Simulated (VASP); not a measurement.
Crystal: C.

```
C
1.0
     2.46400    0.00000    0.00000
    -1.23200    2.13389    0.00000
     0.00000    0.00000    6.71100
C
4
Direct
  0.00000 0.00000 0.25000
  0.00000 0.00000 0.75000
  0.33333 0.66667 0.25000
  0.66667 0.33333 0.75000
```

| Item | Value |
| --- | --- |
| Program | VASP 6.6.1 |
| Task | relaxation of cell and atoms |
| Functional | PBE |
| Potentials or basis | VASP PAW PBE potentials, release 64 (C) |
| Cutoff | 600 eV |
| k mesh | 10 × 10 × 4 |
| Occupations | gaussian, width 0.05 eV |
| Spin | no spin polarisation |

At the start: pressure 1.8 GPa; volume 8.82 Å³/atom.

How do energy, volume and symmetry change on relaxing?

Over 13 steps the energy falls by 12.8 meV/atom and the volume is 10.46 Å³/atom (+18.5 %); space group P6_3/mmc (No. 194, to 0.05 Å).

Step by step:
```csv
step,energy change (eV),largest force (eV/Å),pressure (GPa),volume (Å³)
1,0.0000,0.0000,1.77,35.29
2,-0.0057,0.0000,-0.40,35.79
3,-0.0071,0.0000,-2.75,36.36
4,-0.0084,0.0000,-2.77,36.43
5,-0.0121,0.0000,-2.70,36.65
6,-0.0188,0.0000,-2.59,37.07
7,-0.0296,0.0000,-2.37,37.93
8,-0.0433,0.0000,-1.88,39.64
9,-0.0490,0.0000,-1.05,43.05
10,-0.0502,0.0000,-1.26,41.93
11,-0.0502,0.0000,-1.22,42.14
12,-0.0504,0.0000,1.14,41.55
13,-0.0511,0.0000,0.03,41.83
```

Final structure:
```
C
1.0
     2.46689    0.00000    0.00000
    -1.23344    2.13639    0.00000
     0.00000    0.00000    7.93633
C
4
Cartesian
  0.0000 0.0000 1.9841
  0.0000 0.0000 5.9523
  0.0000 1.4243 1.9841
  1.2334 0.7121 5.9523
```

Caveat: the volume moved by over 15 % at a fixed basis, so the end points are rough; this functional lacks dispersion, which binds the layers, so the pressure and a relaxed spacing across them are unreliable, and here the layers came unbound.
